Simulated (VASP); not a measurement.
Consider the following.

```yaml
crystal:
  lattice:
    - [3.00455, 0.00000, 0.00000]
    - [0.00000, 3.00455, 0.00000]
    - [0.00000, 0.00000, 3.00455]
  atoms:
    - { symbol: Mo, position: [0.00000, 0.00000, 0.00000] }
    - { symbol: Si, position: [0.50000, 0.50000, 0.50000] }
```

All values below come from LDA (Ceperley-Alder, Perdew-Zunger), VASP's LDA PAW potentials (set 64) (plane waves; VASP). Run with 400 eV cut-off, 14×14×14 Γ-centred mesh, tetrahedra with Blöchl corrections, potentials Mo_sv Si.

Question: What does the run give for the energy per atom (σ→0), band gap (on the k-mesh) with the smallest direct gap where there is one?

Answer: 
```json
{
 "band gap (on the k-mesh)": "none (metal, semimetal or under 0.01 eV)",
 "energy per atom (σ→0)": "-9.221 eV/atom"
}
```

Total energies compare only between runs with the same potentials, cut-off and functional.

The structure was generated: SiMo was put into the CsCl type (Pm-3m), which need not be its known phase. It was relaxed first, which changed the volume by -7 %.
